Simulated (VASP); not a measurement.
Energy against volume of MgSe (rock salt). Calculation: PBE GGA with D4 dispersion, VASP's PBE PAW potentials (set 64) (plane waves; VASP). Numerical set-up: 520 eV cut-off, 8×8×8 Γ-centred mesh, Gaussian smearing of 0.050 eV, potentials Mg Se.

```tsv
V (Å³/atom)	E (eV/atom)
18.905	-4.02994
19.508	-4.04275
20.111	-4.04673
20.715	-4.04315
```

Problem. Fit these four points and predict the energy of the run at 21.318 Å³/atom.

Solution. A cubic in V^(−2/3), the third-order Birch-Murnaghan form, passes through the four points with V0 = 20.11 Å³/atom and B0 = 67 GPa, and gives -4.0331 eV/atom there. The run gave -4.0331 eV/atom, +0.0 meV/atom from the fit; all five points give B0 = 67 GPa.

The compound is MgSe in the rock salt structure. It was relaxed first.
